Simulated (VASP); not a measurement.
Here is the system:

```
PbO
1.0
    3.15827     0.00000     0.00000
    0.00000     3.15827     0.00000
    0.00000     0.00000     3.15827
Pb O
1 1
Direct
  0.00000   0.00000   0.00000
  0.50000   0.50000   0.50000
```

All values below come from PBEsol GGA, VASP's PBE PAW potentials (set 64) (plane waves; VASP). Numerical set-up: 520 eV cut-off, 9×9×9 Γ-centred mesh, tetrahedra with Blöchl corrections, potentials Pb_d O.

Task: Estimate the energy per atom (σ→0).

Result: 
The energy per atom (σ→0) is -5.263 eV/atom.

The structure was generated: PbO was put into the CsCl type type (Pm-3m), which need not be its known phase. It was relaxed first, which changed the volume by +50 %.
